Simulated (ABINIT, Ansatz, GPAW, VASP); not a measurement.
NaAsF6 (Fm-3m, 8 atoms in the cell) computed with different codes at matched settings

Self-consistent single point.

```xyz
8
Lattice="0.0000 3.9659 3.9659 3.9659 0.0000 3.9659 3.9659 3.9659 0.0000" Properties=species:S:1:pos:R:3 pbc="T T T"
Na     3.9659     3.9659     3.9659
As     0.0000     0.0000     0.0000
F      3.9659     3.9659     6.1998
F      3.9659     3.9659     1.7321
F      6.1998     3.9659     3.9659
F      1.7321     3.9659     3.9659
F      3.9659     6.1998     3.9659
F      3.9659     1.7321     3.9659
```

Shared settings, as Ansatz (a first-principles code) writes them: kpoints.mp_grid.grid = 4 4 4; scf.occupations.method = fixed. Potentials and cutoffs stand in the table.

| code | model | pressure (GPa) | largest force (eV/Å) | gap on the mesh (eV) | cutoff |
|---|---|---|---|---|---|
| Ansatz | LDA (PW92), default PAW files made with PBE | -1.34 | 0.056 | 5.492 | default |
| VASP | LDA (PZ), VASP's LDA PAW potentials (set 64) | -8.07 | 0.311 | 5.461 | 400 eV |
| ABINIT | LDA (PW92), norm-conserving pseudopotentials (PseudoDojo nc-sr-04 LDA standard) | -0.68 | 0.018 | 5.433 | 88 Ry |
| GPAW | LDA (Perdew-Wang 92), GPAW PAW datasets LDA (gpaw-data 1.0.1) | – | 0.455 | 5.456 | 900 eV |

A dash marks a value that a program does not give, or that is left out as unsure.

Gaps are read on the mesh.

The spread over the programs that give each value: pressure within 7.39 GPa; largest force within 0.437 eV/Å; gap on the mesh within 0.059 eV.

Ansatz's pressure is given at a fixed set of plane waves, as the other plane-wave codes print theirs; with its correction for the finite basis it is -0.49 GPa (the shift of 0.84 GPa shows how far the cutoff is from converged). The pressure of GPAW is left out: its cutoff lies under the one at which its stress was checked. The same LDA comes in different parametrisations, which differ slightly. In the pressure, VASP (by 6.74) lies more than 1 GPa from the median of the plane-wave programs.

VASP's run is marked for a possible Pulay error in its stress at this cutoff; no cutoff test was made.

VASP ran the fixed occupations as a Gaussian smearing of 0.01 eV.

The starting cell comes from a database of computed structures (which also holds hypothetical and non-ambient phases and stackings), without a prior relaxation at this level. Its lattice was rescaled by a random factor within 2.5 % of one.

Left out of this page: Quantum ESPRESSO, CP2K and SIESTA (not drawn, or without a comparable value); FLEUR (with a known weakness of the program).

Keys are those of Ansatz 0.2.
